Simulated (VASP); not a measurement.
```xyz
4
Lattice="3.8985 0.0000 0.0000 0.0000 3.8985 0.0000 0.0000 0.0000 3.8985" Properties=species:S:1:pos:R:3 pbc="T T T"
Ti     0.0000     0.0000     0.0000
Pt     0.0000     1.9492     1.9492
Pt     1.9492     0.0000     1.9492
Pt     1.9492     1.9492     0.0000
```

Method: PBEsol GGA, VASP's PBE PAW potentials (set 64) (plane waves; VASP). Settings: PREC = Normal, EDIFF = 1E-5, 400 eV cut-off, 11×11×11 Γ-centred mesh, first-order Methfessel-Paxton smearing of 0.10 eV, potentials Ti_sv Pt.

Unless said otherwise, spin-orbit coupling is left out, though it shifts the bands of the heavy elements here.

Problem. Estimate the energy per atom (σ→0), band gap (on the k-mesh) with the smallest direct gap where there is one.

Solution. 
```yaml
band gap (on the k-mesh): none (metal, semimetal or under 0.01 eV)
energy per atom (σ→0): -8.189 eV/atom
```

Only differences to runs with the same potentials and settings are physical.

The compound is Pt3Ti in the L1_2 structure. It was relaxed first.
